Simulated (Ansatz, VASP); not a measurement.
# Ge17H15 (H-capped Ge nanowire along [111]): VASP beside Ansatz, part 2 of 2

One calculation is typed for both programs; each brings its own data sets. How far apart do they land? The cell is taken from a series of runs on this material, whose earlier steps may have relaxed, scaled, displaced or heated it; both programs get it as it stands.

VASP 6.6.1 and Ansatz 0.2.0.

So far: Starting point; VASP: single point, PBEsol.

## Step 3: Ansatz: single point, PBEsol

Level of this step: Ansatz beside VASP: Kohn-Sham DFT, plane waves, PBEsol (Ansatz).

Ansatz runs on its default PAW (the set named soft_2) files.

The same cell, functional and mesh now go to Ansatz, which takes its cutoff from its data sets.

The input, input.yaml:

```yaml
crystal:
  lattice:
    - [19.5001, 0.0, 0.0]
    - [0.0, 18.8146, 0.0]
    - [0.0, 0.0, 9.79994]
  atoms:
    - { symbol: Ge, position: [0.39715, 0.31728, 3.0e-05] }
    - { symbol: Ge, position: [0.39629, 0.31385, 0.25061] }
    - { symbol: Ge, position: [0.39828, 0.43967, 0.33231] }
    - { symbol: Ge, position: [0.39759, 0.4374, 0.58465] }
    - { symbol: Ge, position: [0.29378, 0.37627, 0.66533] }
    - { symbol: Ge, position: [0.29269, 0.37703, 0.91797] }
    - { symbol: Ge, position: [0.39706, 0.68407, 0.00021] }
    - { symbol: Ge, position: [0.39706, 0.68491, 0.24925] }
    - { symbol: Ge, position: [0.29641, 0.50061, 0.99914] }
    - { symbol: Ge, position: [0.29422, 0.49898, 0.24883] }
    - { symbol: Ge, position: [0.29476, 0.62472, 0.33524] }
    - { symbol: Ge, position: [0.29442, 0.6243, 0.58555] }
    - { symbol: Ge, position: [0.3944, 0.56085, 0.66539] }
    - { symbol: Ge, position: [0.39621, 0.56119, 0.91461] }
    - { symbol: Ge, position: [0.6021, 0.315, 0.99969] }
    - { symbol: Ge, position: [0.60182, 0.31505, 0.25184] }
    - { symbol: Ge, position: [0.60268, 0.43809, 0.33396] }
    - { symbol: Ge, position: [0.60273, 0.43672, 0.58447] }
    - { symbol: Ge, position: [0.50042, 0.37835, 0.66703] }
    - { symbol: Ge, position: [0.5008, 0.37599, 0.92077] }
    - { symbol: Ge, position: [0.60369, 0.68511, 0.00082] }
    - { symbol: Ge, position: [0.60214, 0.68442, 0.25034] }
    - { symbol: Ge, position: [0.50044, 0.49959, 0.0004] }
    - { symbol: Ge, position: [0.50081, 0.4989, 0.24995] }
    - { symbol: Ge, position: [0.49981, 0.62093, 0.3352] }
    - { symbol: Ge, position: [0.49878, 0.62361, 0.58361] }
    - { symbol: Ge, position: [0.60307, 0.56234, 0.66498] }
    - { symbol: Ge, position: [0.6022, 0.56249, 0.91771] }
    - { symbol: Ge, position: [0.7046, 0.37579, 0.66755] }
    - { symbol: Ge, position: [0.70486, 0.37865, 0.91552] }
    - { symbol: Ge, position: [0.70483, 0.4989, 0.99814] }
    - { symbol: Ge, position: [0.7052, 0.50101, 0.25109] }
    - { symbol: Ge, position: [0.70383, 0.62146, 0.33493] }
    - { symbol: Ge, position: [0.70557, 0.62268, 0.5819] }
    - { symbol: H, position: [0.39742, 0.23816, 0.94967] }
    - { symbol: H, position: [0.33437, 0.27853, 0.30288] }
    - { symbol: H, position: [0.46174, 0.27624, 0.30297] }
    - { symbol: H, position: [0.29587, 0.30042, 0.61492] }
    - { symbol: H, position: [0.23191, 0.41683, 0.6117] }
    - { symbol: H, position: [0.23035, 0.3391, 0.97131] }
    - { symbol: H, position: [0.46355, 0.72422, 0.94641] }
    - { symbol: H, position: [0.33326, 0.72265, 0.95025] }
    - { symbol: H, position: [0.39623, 0.75908, 0.30278] }
    - { symbol: H, position: [0.22958, 0.53636, 0.9512] }
    - { symbol: H, position: [0.23002, 0.45941, 0.30097] }
    - { symbol: H, position: [0.23103, 0.66195, 0.2802] }
    - { symbol: H, position: [0.23077, 0.58431, 0.63215] }
    - { symbol: H, position: [0.29528, 0.69928, 0.63617] }
    - { symbol: H, position: [0.60305, 0.23726, 0.95103] }
    - { symbol: H, position: [0.66647, 0.27848, 0.3041] }
    - { symbol: H, position: [0.53789, 0.27752, 0.30371] }
    - { symbol: H, position: [0.50073, 0.30321, 0.61447] }
    - { symbol: H, position: [0.53737, 0.7217, 0.94875] }
    - { symbol: H, position: [0.6673, 0.72214, 0.94341] }
    - { symbol: H, position: [0.60197, 0.76234, 0.30268] }
    - { symbol: H, position: [0.50119, 0.70042, 0.63283] }
    - { symbol: H, position: [0.76923, 0.41642, 0.61262] }
    - { symbol: H, position: [0.70389, 0.30121, 0.61521] }
    - { symbol: H, position: [0.76809, 0.3375, 0.97227] }
    - { symbol: H, position: [0.77006, 0.53686, 0.94479] }
    - { symbol: H, position: [0.76903, 0.46273, 0.30171] }
    - { symbol: H, position: [0.76826, 0.66106, 0.27892] }
    - { symbol: H, position: [0.76899, 0.58599, 0.63404] }
    - { symbol: H, position: [0.70419, 0.70049, 0.63549] }
kpoints:
  mp_grid: { grid: [1, 1, 3] }
hamiltonian:
  xc: pbesol
scf:
  occupations: { method: fixed }
output:
  forces: true
  populations: true
  dos:
    method: { smearing: { sigma: 0.08 } }
    de: 0.1
    projected:
      site_lists:
        Ge: [Ge]
        H: [H]
        wire: [0, 1, 2, 3, 4, 5, 6, 7, 8, 9, 10, 11, 12, 13, 14, 15, 16, 17, 18, 19, 20, 21, 22, 23, 24, 25, 26, 27, 28, 29, 30, 31, 32, 33]
        hydrogen: [34, 35, 36, 37, 38, 39, 40, 41, 42, 43, 44, 45, 46, 47, 48, 49, 50, 51, 52, 53, 54, 55, 56, 57, 58, 59, 60, 61, 62, 63]
  eigenvalues: true
```

Started as:

```bash
$ ansatz run input.yaml --threads 8 --pin off --max-ram 15872MiB --backend cpu --events-out ev --progress --plain --runs-dir out
```

Numbers of over 12 decimals in the logs are rounded to 6 here.

The program printed:

```text
Engine: ansatz 0.2.0, x86_64-unknown-linux-gnu
Pseudopotentials: kind: paw
Pseudopotential: Ge, paw, valence charge 14, recommended cutoff 420 eV (normal), Ge.paw.azcp
Pseudopotential: H, paw, valence charge 1, recommended cutoff 420 eV (normal), H.paw.azcp
Functional definition: PBEsol
  exchange = pbesol_x
  correlation = pbesol_c
Crystal: 64 atoms, lattice volume = 3595.466 Å³
Basis set: ecut = 420 eV, 70323 PW (Γ), exchange–correlation on 270×256×144 points (8 copies of the dense FFT grid, shifted against one another)
Bands: 317, of which v1, the nominal top of the filled ones, is band 253 counted from 1 (252 counted from 0)
Symmetry: 1 space group operations
Space group: P1 (ITA 1), of the structure as read, at distance tolerance 1.5e-4 Å
k-points: 2 of 3 (time reversal used)
Non-local potential: Ge, projectors of the file, l = 0: 2, l = 1: 2, l = 2: 3, l = 3: 1
Non-local potential: H, projectors of the file, l = 0: 2, l = 1: 1
PAW form: soft (Blöchl's): semilocal exchange-correlation on the pseudo side does not see the compensation charge
PAW frozen core: Ge, regenerated for the run's functional, and the local potential with it (the file was generated under x = pbe(κ = 0.804, μ = 0.219515), c = pbe(β = 0.066725))
PAW one-centre angular grid: Ge, 590 points (default); XC on 64 Gauss nodes
PAW one-centre angular grid: H, 110 points (default); XC on 64 Gauss nodes
Initial density: superposition of atomic densities (neutral atoms: chi_scale 0, normalization atom), corrected by the library's trained network
Initial wavefunctions: pseudopotential atomic-orbital guess
Functional: x = pbesol(κ = 0.804, μ = 0.123457), c = pbesol(β = 0.046)
SCF iter   1: F=—  HF=-145079.685070 eV  |F-HF|=—  |Δ(HF+E_count)|=         —  Δρ=2.31e-3  dr2=2.64e-1  ethr=1.77e-3  ⟨swp⟩=4.5  Hψ=1975  notcnv=0  defer=122
preconditioner: auto → Resta (q_TF=auto, 1.968 Å⁻¹)  ε∞=1.4  [insulator: Δε(μ)=2.240 eV  Ē_g=21.778 eV  n_scr=464 (ndim 8)  ℏωp=13.9 eV  f_vac=0.689  ε∞_Penn≈1.4  vacuum switching on, ρ_ref=3.4e-2 e/Å³]
SCF iter   2: F=—  HF=-145079.637393 eV  |F-HF|=—  |Δ(HF+E_count)|=   4.77e-2  Δρ=7.99e-4  dr2=4.67e-2  ethr=5.21e-5  ⟨swp⟩=3.0  Hψ=871  notcnv=0  defer=124
SCF iter   3: F=—  HF=-145079.644041 eV  |F-HF|=—  |Δ(HF+E_count)|=   6.65e-3  Δρ=4.12e-4  dr2=2.24e-2  ethr=9.23e-6  ⟨swp⟩=4.5  Hψ=1184  notcnv=0  defer=124
SCF iter   4: F=—  HF=-145079.643566 eV  |F-HF|=—  |Δ(HF+E_count)|=   4.75e-4  Δρ=1.62e-4  dr2=3.27e-3  ethr=4.43e-6  ⟨swp⟩=3.0  Hψ=638  notcnv=0  defer=124
SCF iter   5: F=—  HF=-145079.643913 eV  |F-HF|=—  |Δ(HF+E_count)|=   3.47e-4  Δρ=6.85e-5  dr2=4.17e-4  ethr=6.46e-7  ⟨swp⟩=2.0  Hψ=647  notcnv=0  defer=124
SCF iter   6: F=—  HF=-145079.644079 eV  |F-HF|=—  |Δ(HF+E_count)|=   1.66e-4  Δρ=2.75e-5  dr2=5.56e-5  ethr=8.25e-8  ⟨swp⟩=2.0  Hψ=654  notcnv=0  defer=118
SCF iter   7: F=—  HF=-145079.643954 eV  |F-HF|=—  |Δ(HF+E_count)|=   1.25e-4  Δρ=1.23e-5  dr2=3.82e-6  ethr=1.10e-8  ⟨swp⟩=2.0  Hψ=734  notcnv=0  defer=116
SCF iter   8: F=—  HF=-145079.643959 eV  |F-HF|=—  |Δ(HF+E_count)|=   5.11e-6  Δρ=3.97e-6  dr2=8.87e-7  ethr=7.55e-10  ⟨swp⟩=2.0  Hψ=684  notcnv=0  defer=116
SCF iter   9: F=-145079.643960 eV  HF=-145079.643960 eV  |F-HF|=1.51e-7  |Δ(HF+E_count)|=   4.91e-7  Δρ=1.32e-6  dr2=8.04e-8  ethr=1.98e-11  ⟨swp⟩=16.5  Hψ=3801  notcnv=0
SCF 1 converged in 9 iterations: F = -145079.643960 eV  dr2 = 8.04e-8
  greatest PAW one-centre occupation: 0.998 electrons in one spin orbital (limit 2), on the Ge atom at site 1 (counted from 0), in its partial waves of l = 2
SCF converged after 9 iterations
Free energy (F): -145079.643960 eV
Harris-Foulkes:  -145079.643960 eV  (|F-HF|=1.51e-7)
Internal energy: -145079.643960 eV  (E = F + TS)
E sigma→0 (E₀):  -145079.643960 eV
Fermi energy:    -2.029453 eV
--- Per-component energies (eV) ---
  E_band       = -9930.373005
  E_kinetic    = 4177.130156
  E_local      = -360773.166040  (includes V_loc(G=0)·N_el)
  E_nonlocal   = 14358.389529
  E_hartree    = 172775.598248
  E_xc         = -2794.909778
  E_vxc        = -2520.485169  (∫ρ·V_xc dr)
  E_paw        = -67333.113561  (= ΣΔE_a)
  E_vpaw       = -10723.420960  (= ΣTr[D̂ρ^β])
  E_aug_tail   = -0.026678  (compensation charges beyond the density's cutoff)
  E_ewald      = 94479.244333
  E_core_change = 31.209832  (= ΣΔE_core)
  E_smearing   = -0.000000  (= −TS)
  E_closure    = -0.000000  (closes the sum)
  Σ components = -145079.643960   (vs F -145079.643960, Δ=0.00e0)
--- Forces (eV/Å), atoms counted from 1 ---
  atom   1  Ge    -0.27735304    -0.20494658     0.18522420
  atom   2  Ge     0.86078676     1.18625794    -0.59071564
  atom   3  Ge    -0.28035105    -0.55260007     0.08617498
  atom   4  Ge    -0.21772248     0.11397032    -0.17189792
  atom   5  Ge     0.57772731     0.48338546     0.72614699
  atom   6  Ge     0.99919982     0.51010178    -0.58086094
[...]
atom  51  H     -0.03091229    -0.24619329     0.19044133
  atom  52  H     -0.02980780    -0.74642653    -0.26205482
  atom  53  H      0.33082098     0.07553795    -0.05092332
  atom  54  H      0.21552482     0.12238247    -0.04634296
  atom  55  H      0.01116841    -0.05472696     0.04273967
  atom  56  H     -0.04053118     0.40723824     0.14699632
  atom  57  H     -0.27328722    -0.24555021     0.09093228
  atom  58  H      0.07284774    -0.77070072    -0.28789521
  atom  59  H     -0.04862119     0.08984700    -0.05239655
  atom  60  H      0.01252335     0.02752826    -0.01632953
  atom  61  H      0.37161536    -0.21253937     0.18876872
  atom  62  H     -0.06720480    -0.07883176     0.04871375
  atom  63  H      0.50797919    -0.25725667     0.23915173
  atom  64  H      0.05337502    -0.16976118    -0.06004804
  max |Σ_I F_I| component: 7.83e-5 eV/Å
--- Band table (eV) ---
  k-point 0: bands = [... 249 lower, -2.8698, -2.6954, -2.6012, -2.0295, 0.2536, 0.2932, 0.3652, 0.4633, ... 60 higher]
  k-point 1: bands = [... 249 lower, -2.8958, -2.8130, -2.7067, -2.6117, 0.2021, 0.2687, 0.3010, 0.4171, ... 60 higher]
--- Löwdin populations: 64 sites ---
  site symbol       q [e]
     0     Ge     13.9443
     1     Ge     13.8629
     2     Ge     14.0031
     3     Ge     13.9897
     4     Ge     13.8592
     5     Ge     13.9211
     6     Ge     13.8718
     7     Ge     13.9321
     8     Ge     13.9349
     9     Ge     13.9317
    10     Ge     13.9327
    11     Ge     13.8537
    12     Ge     13.9901
    13     Ge     13.9922
    14     Ge     13.9324
    15     Ge     13.8640
    16     Ge     13.9974
    17     Ge     13.9934
    18     Ge     13.9297
    19     Ge     13.9863
    20     Ge     13.8613
    21     Ge     13.9356
    22     Ge     13.9843
    23     Ge     13.9825
[...]
56      H      1.0200
    57      H      1.0109
    58      H      1.0127
    59      H      1.0136
    60      H      1.0112
    61      H      1.0155
    62      H      1.0148
    63      H      1.0165
  spilling = 0.003374 (of n_electrons = 506.000000)
```

Reading the cycles: dr2 is the Hartree energy of the density residual (eV), the measure of convergence; HF is the Harris–Foulkes estimate of the energy, which meets the free energy F at convergence.

## Step 4: Differences

Known differences besides the potentials themselves: fixed occupations in Ansatz, narrow Gaussian smearing in VASP; the cutoff is 420 eV in Ansatz and 410 eV in VASP (PREC = Accurate, projectors in real space); Ansatz makes its cores anew for this functional, VASP keeps those of its PBE data sets. Total energies have different zeros and are not compared.

Compared:

```csv
quantity,Ansatz,VASP,difference
gap on the k mesh (eV),2.232,2.238,-0.007
```

Forces on 8 of the 64 atoms, those with the largest forces and the largest differences (eV/Å; atoms numbered as in POSCAR):

```csv
atom,"Ansatz x, y, z","VASP x, y, z"
Ge2,"0.861, 1.186, -0.591","0.852, 1.161, -0.577"
Ge5,"0.578, 0.483, 0.726","0.560, 0.476, 0.710"
Ge6,"0.999, 0.510, -0.581","0.984, 0.500, -0.573"
Ge8,"0.140, -1.317, -0.301","0.137, -1.294, -0.292"
Ge12,"0.234, -0.652, -0.803","0.218, -0.644, -0.790"
Ge29,"0.187, 1.066, 0.249","0.196, 1.054, 0.237"
H36,"-1.114, -0.600, 0.443","-1.088, -0.585, 0.432"
H51,"-0.031, -0.246, 0.190","-0.008, -0.235, 0.182"
```

The forces differ by 11 meV/Å r.m.s., which is 3.0 % of the r.m.s. force of 0.370 eV/Å (both taken over all components). A gap on the mesh is an upper bound, since the band edges may lie between its points. With vacuum in the cell, a pressure given here is an average over mostly empty space and none of the material.

## Step 5: Results

```json
{
 "r.m.s. force difference (single point, PBEsol)": "3.0 % of the r.m.s. force"
}
```

**Reading.** The r.m.s. force difference is 3.0 % of the r.m.s. force (single point, PBEsol), at about the 3 % picked in this series as the mark of a large difference. Such differences can come from data sets, numerical settings and the points named under the comparisons, not from the functional's error against experiment.

[Lines on the potential files, build, host, timing and source positions are cut from VASP's logs without a mark.]

[Logs are printed without paths, hosts, clocks, repeated set-up lines and the standing remarks that a program may print on its own settings, such as how far it seeks lower states.]

[Hosts, paths, dates, database ids (printed as entryN), source tags and the programs' standing remarks are cut or masked in the printed files.]
